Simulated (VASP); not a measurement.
Given:

```
Be
1.0
    1.13395    -1.96406     0.00000
    1.13395     1.96406     0.00000
    0.00000     0.00000     3.55443
Be
2
Direct
  0.33333   0.66667   0.25000
  0.66667   0.33333   0.75000
```

The numbers are results of PW91 GGA, VASP's PBE PAW potentials (set 64) (plane waves; VASP), not measurements. Numerical set-up: 520 eV cut-off, 20×20×12 Γ-centred mesh, tetrahedra with Blöchl corrections, potentials Be.

**Question.** Predict the energy per atom (σ→0), band gap (on the k-mesh) with the smallest direct gap where there is one.

**Answer.** 
band gap (on the k-mesh): none (metal, semimetal or under 0.01 eV)
energy per atom (σ→0): -3.715 eV/atom

The compound is Be in the hcp structure. It was relaxed first.
